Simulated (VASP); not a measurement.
An input for Quantum ESPRESSO's pw.x (written as the equivalent of a VASP run, and not itself run):

```
&CONTROL
  calculation = 'vc-relax'
  pseudo_dir = './pseudo'
  outdir = './out'
  tprnfor = .true.
  tstress = .true.
  nstep = 60
  forc_conv_thr = 0.00039
/
&SYSTEM
  ibrav = 0
  nat = 1
  ntyp = 1
  ecutwfc = 68
  occupations = 'smearing'
  smearing = 'methfessel-paxton'
  degauss = 0.00735
  input_dft = 'vdw-df-ob86'
/
&ELECTRONS
  conv_thr = 7.3e-08
  electron_maxstep = 100
/
&IONS
/
&CELL
/
ATOMIC_SPECIES
  Ca 40.078 Ca.upf
CELL_PARAMETERS angstrom
     0.0000000    2.7900000    2.7900000
     2.7900000    0.0000000    2.7900000
     2.7900000    2.7900000    0.0000000
ATOMIC_POSITIONS crystal
  Ca   0.0000000  0.0000000  0.0000000
K_POINTS automatic
  10 10 10 0 0 0
```

Task: Write the VASP files for the same calculation (optB86b-vdW).

Result: Several could match; the one computed here: 
File KPOINTS:
```
Automatic mesh
0
G
10 10 10
0 0 0
```

INCAR:
```
LUSE_VDW = T
ISMEAR = 1   # Methfessel-Paxton
NELM = 100   # most electronic steps
IBRION = 2
EDIFF = 1E-6   # SCF stop (eV)
AGGAC = 0.0
PARAM1 = 0.1234
ENCUT = 520
SYSTEM = Ca
GGA = MK
LCHARG = F
PARAM2 = 1.0
LWAVE = F
ISIF = 3   # ions, shape and volume
PREC = Accurate
SIGMA = 0.1
LREAL = F   # projection in real space or not
ALGO = Normal   # blocked Davidson
LASPH = T
EDIFFG = -0.01   # ionic stop
NSW = 60
```

### POSCAR
```
Ca
1
    0.0000000000     2.7900000000     2.7900000000
    2.7900000000     0.0000000000     2.7900000000
    2.7900000000     2.7900000000     0.0000000000
Ca
1
Direct
  0.0000000000   0.0000000000   0.0000000000
```

POTCAR, in this order: Ca_sv (PBE.64 set). Program: vasp_std.

Limits of the translation: the potentials are each code's own (VASP's PAW set, PseudoDojo norm-conserving files in pw.x), so ENCUT and ecutwfc are chosen apart and not converted; conv_thr bounds pw.x's estimated SCF error, while EDIFF bounds the energy change between steps; forc_conv_thr acts on force components and is met together with etot_conv_thr.

The compound is Ca in the fcc structure. This run relaxes it. Symmetry was kept, so distortions that lower it aren't found.
